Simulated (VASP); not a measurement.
# Li₂HfN₂ (space group P-3m1): computed properties

These are r2SCAN meta-GGA, VASP's PBE PAW potentials (set 64) (plane waves; VASP 6.6.1) values and carry that method's errors.

* **space group**: P-3m1 (164)
* **cell**: a = b = 3.2357 Å, c = 5.4232 Å, α = β = 90.00°, γ = 120.00°
* **volume per atom**: 9.83 Å^3/atom
* **band gap (over mesh and band path)**: 2.33 eV
* **smallest direct gap (over mesh and band path)**: 3.17 eV
* **band-edge character without spin-orbit coupling**: indirect, Γ to L
* **band gap with spin-orbit coupling**: 2.27 eV
* **density**: 7.44 g/cm³
* **mean ε∞ (independent particles)**: 6.52

Space group P-3m1 (No. 164); a = b = 3.2357 Å, c = 5.4232 Å, α = β = 90.00°, γ = 120.00°

```json
[
 {"atom": "Li", "site": "2d", "symmetry": "3m.", "x": "0.6667", "y": "0.3333", "z": "0.3826"},
 {"atom": "Hf", "site": "1a", "symmetry": "-3m.", "x": "0.0000", "y": "0.0000", "z": "0.0000"},
 {"atom": "N", "site": "2d", "symmetry": "3m.", "x": "0.3333", "y": "0.6667", "z": "0.2208"}
]
```

Unless said otherwise, spin-orbit coupling is left out, though it shifts the bands of the heavy elements here.

The structure comes from a computed database's Li2HfN2 entry (P-3m1); how it stands against other phases isn't given here. It was relaxed first. Symmetry was kept, so distortions that lower it aren't found.
